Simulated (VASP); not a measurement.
The system is NiMoIrPdW.

```
Ni Mo Pd Ir W
1.0
     4.11705    0.00000    0.00000
    -2.05853    3.56547    0.00000
     0.00000    0.00000    5.44580
Ni Mo Pd Ir W
1 1 1 1 1
Cartesian
  0.0000 0.0000 5.2157
  2.0585 1.1885 5.2367
  2.0585 1.1885 2.5211
  0.0000 2.3770 3.9521
  0.0000 2.3770 1.2875
```

The cell was built by a generator and needn't be a form met in nature.

* Program: VASP 6.6.1
* Task: relaxation of cell and atoms
* Functional: PBE
* Dispersion: D3(BJ)
* Potentials or basis: VASP PAW PBE potentials, release 64 (Ni, Mo_sv, Pd, Ir, W_sv)
* Cutoff: 600 eV
* k mesh: 8 × 8 × 5
* Occupations: fermi-dirac, width 0.05 eV
* Spin: collinear spin, ferromagnetic start
* Starting moments: [1.0, 1.0, 0.0, 0.6, 0.0] μB

At the start: pressure -5.7 GPa; volume 15.99 Å³/atom.

**Question.** Where does the relaxation end?

**Answer.** Over 9 steps the energy falls by 7.6 meV/atom and the volume is 15.58 Å³/atom (-2.6 %); space group P3m1 (No. 156, to 0.05 Å); moment 0.00 μB per cell.

The path:
| step | energy change (eV) | largest force (eV/Å) | pressure (GPa) | volume (Å³) |
| --- | --- | --- | --- | --- |
| 1 | 0.0000 | 0.0375 | -5.71 | 79.94 |
| 2 | 0.1696 | 0.3562 | 16.07 | 73.53 |
| 3 | -0.0373 | 0.1172 | -0.08 | 77.95 |
| 4 | -0.0373 | 0.1199 | -0.01 | 77.91 |
| 5 | -0.0373 | 0.1219 | 0.11 | 77.87 |
| 6 | -0.0380 | 0.0363 | 0.16 | 77.85 |
| 7 | -0.0380 | 0.0217 | 0.16 | 77.84 |
| 8 | -0.0380 | 0.0136 | -0.32 | 78.00 |
| 9 | -0.0381 | 0.0146 | -0.02 | 77.90 |

Final structure:
```cif
data_structure
_symmetry_space_group_name_H-M 'P 1'
_symmetry_Int_Tables_number 1
_cell_length_a 4.0790
_cell_length_b 4.0790
_cell_length_c 5.4062
_cell_angle_alpha 90.000
_cell_angle_beta 90.000
_cell_angle_gamma 120.000
_cell_volume 77.90
loop_
_atom_site_label
_atom_site_type_symbol
_atom_site_fract_x
_atom_site_fract_y
_atom_site_fract_z
_atom_site_occupancy
Ni1 Ni 0.00000 0.00000 0.95764 1
Mo1 Mo 0.66667 0.33333 0.96221 1
Pd1 Pd 0.66667 0.33333 0.46364 1
Ir1 Ir 0.33333 0.66667 0.72434 1
W1 W 0.33333 0.66667 0.23663 1
```

Caveat: pairwise dispersion overbinds metals, which lowers pressure and volume.
